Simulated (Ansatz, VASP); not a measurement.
## La3BeSe3: VASP beside Ansatz

```
La Be Se
1.0
     6.05486    0.00000    0.00000
     0.00000    6.05486    0.00000
     0.00000    0.00000    6.05486
La Be Se
3 1 3
Direct
  0.50000 0.50000 0.00000
  0.00000 0.50000 0.50000
  0.50000 0.00000 0.50000
  0.50000 0.50000 0.50000
  0.50000 0.00000 0.00000
  0.00000 0.50000 0.00000
  0.00000 0.00000 0.50000
```

Change from the starting cell: species swapped into the La3GaBr3 type (Pm-3m, No. 221).

Alike in both runs: functional PBE; k mesh 6 × 6 × 6; occupations gaussian, width 0.1 eV; no spin polarisation.

Ansatz relaxed the structure, and its values are those at the end. VASP's run is a single point on that final structure, the one shown.

```csv
,VASP,Ansatz
version,VASP 6.6.1,Ansatz 0.2.0
potentials or method,"VASP PAW PBE potentials, release 64 (La, Be, Se)","scalar-relativistic, plane waves, PAW"
plane-wave cutoff (eV),520,420
valence electrons in the cell,53,83
```

|  | VASP | Ansatz | Ansatz less VASP |
| --- | --- | --- | --- |
| gap on the k mesh at the Fermi level (eV) | none | none | - |
| pressure (GPa) | 0.0 | 0.0 | +0.04 |

A gap of «none» marks a metal or a gap that the smearing closes. The functional is the same, so the differences come from potentials, cutoffs and numerics. The two sets of potentials don't hold the same shells in valence.

The runs have no spin-orbit coupling, so splittings on La are missing.
